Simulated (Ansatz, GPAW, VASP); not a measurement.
# Code comparison for BaTiO3 (P4mm, 5 atoms in the cell)

Self-consistent single point.

```
CELL_PARAMETERS angstrom
      3.99000     0.00000     0.00000
      0.00000     3.99000     0.00000
      0.00000     0.00000     4.04000
ATOMIC_POSITIONS crystal
  Ba 0.00000 0.00000 0.00000
  Ti 0.50000 0.50000 0.51300
  O  0.50000 0.50000 0.97700
  O  0.00000 0.50000 0.48700
  O  0.50000 0.00000 0.48700
```

Shared settings, as Ansatz (a program for electronic structure) writes them: kpoints.mp_grid.grid = 5 5 5; scf.occupations.method = fermi_dirac; scf.occupations.width = 0.05 eV. Potentials and cutoffs stand in the table.

```tsv
code	model	pressure (GPa)	largest force (eV/Å)	gap on the mesh (eV)	cutoff
Ansatz	PBE, default PAW files	2.26	0.204	1.999	420 eV
VASP	PBE, VASP's PBE PAW potentials (set 64)	-0.19	0.173	–	400 eV
GPAW	PBE, GPAW PAW datasets PBE (gpaw-data 1.0.1)	–	0.130	1.994	900 eV
```

Size of the force on each atom (eV/Å): Sizes of forces hide their directions.

```json
[
 {"code": "Ansatz", "Ba1": "0.009", "Ti2": "0.204", "O3": "0.105", "O4": "0.054", "O5": "0.054"},
 {"code": "VASP", "Ba1": "0.011", "Ti2": "0.173", "O3": "0.071", "O4": "0.045", "O5": "0.045"},
 {"code": "GPAW", "Ba1": "0.002", "Ti2": "0.130", "O3": "0.029", "O4": "0.049", "O5": "0.049"}
]
```

A dash marks a value that a program does not give, or that is left out as unsure.

No gap is tabulated for VASP: it is not read from that output, or partly filled or unconverged empty levels leave it unsure.

Gaps are read on the mesh. Another mesh or the band path gives a smaller gap, so these values are not converged in the mesh.

The spread over the programs that give each value: pressure within 2.45 GPa; largest force within 0.074 eV/Å; gap on the mesh within 0.005 eV.

Ansatz's pressure is given at a fixed set of plane waves, as the other plane-wave codes print theirs; with its correction for the finite basis it is 2.81 GPa (the shift of 0.54 GPa shows how far the cutoff is from converged). The pressure of GPAW is left out: its cutoff lies under the one at which its stress was checked.

On the base mesh (7 7 7) the same programs gave: Ansatz pressure 2.26 GPa, gap on the mesh 1.942 eV; GPAW gap on the mesh 1.922 eV; VASP pressure -0.17 GPa.

The values differ from the base mesh's, so the mesh still matters here: the table compares the programs at equal settings.

VASP's run is marked for a possible Pulay error in its stress at this cutoff; no cutoff test was made.

The starting cell has typed, rounded lattice constants, without a prior relaxation at this level.

Left out of this page: ABINIT and SIESTA (not drawn, or without a comparable value); CP2K (unsound by tests on forces, stress, charge or solver warnings).

Keys are those of Ansatz 0.2.
